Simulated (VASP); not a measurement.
Energy against volume of Li$_{2}$S (antifluorite). Method: PBEsol GGA, VASP's PBE PAW potentials (set 64) (plane waves; VASP 6.6.1).

| V (Å³/atom) | E (eV/atom) |
|---|---|
| 14.162 | -4.11623 |
| 14.614 | -4.12281 |
| 15.066 | -4.12515 |
| 15.518 | -4.12386 |
| 15.970 | -4.11945 |

Problem. Fit a third-order Birch-Murnaghan equation of state.

Solution. 
The volume per atom is 15.12 Å³/atom. The bulk modulus is 42.2 GPa. The pressure derivative of the bulk modulus is 4.15. The lattice constant a is 5.661 Å.

Measured: a 5.716 Å at 293 K (computed value off by -1.0 %), as given by F. Kubel et al., Zeitschrift für Kristallographie - New Crystal Structures (1999), doi:10.1515/ncrs-1999-0303. The calculation is for a static lattice, while the measured a holds thermal and zero-point effects, which are part of the difference.

The compound is Li2S in the antifluorite structure. It was relaxed first.
